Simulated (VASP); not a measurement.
Here is the system:

```xyz
3
Lattice="1.8761 -3.2495 0.0000 1.8761 3.2495 0.0000 0.0000 0.0000 4.7013" Properties=species:S:1:pos:R:3 pbc="T T T"
Pt     0.0000     0.0000     0.0000
Se     1.8761     1.0832     1.2595
Se     1.8761    -1.0832     3.4418
```

These are PBE GGA with D3 dispersion (zero damping), VASP's PBE PAW potentials (set 64) (plane waves; VASP) values and carry that method's errors. Settings: 520 eV cut-off, 9×9×7 Γ-centred mesh, first-order Methfessel-Paxton smearing of 0.10 eV, potentials Pt Se.

Q: The ions and cell shape at fixed volume are relaxed. Predict the relaxed structure.

A: 
```xyz
3
Lattice="1.8861 -3.2667 0.0000 1.8861 3.2667 0.0000 0.0000 0.0000 4.6517" Properties=species:S:1:pos:R:3 pbc="T T T"
Pt     1.8861    -3.2667     0.0000
Se     1.8861     1.0889     1.2707
Se     1.8861    -1.0889     3.3811
```
Space group P-3m1 (164), at a tolerance of 0.03 Å.

Q: How much energy does the relaxation gain?

A: The energy (σ→0) changes by -3.3 meV/atom, in 5 ionic steps.

The compound is PtSe2 in the 1T layered structure. This cell is one point of a volume scan, at 0.97 of the reference volume. Symmetry was kept, so distortions that lower it aren't found.
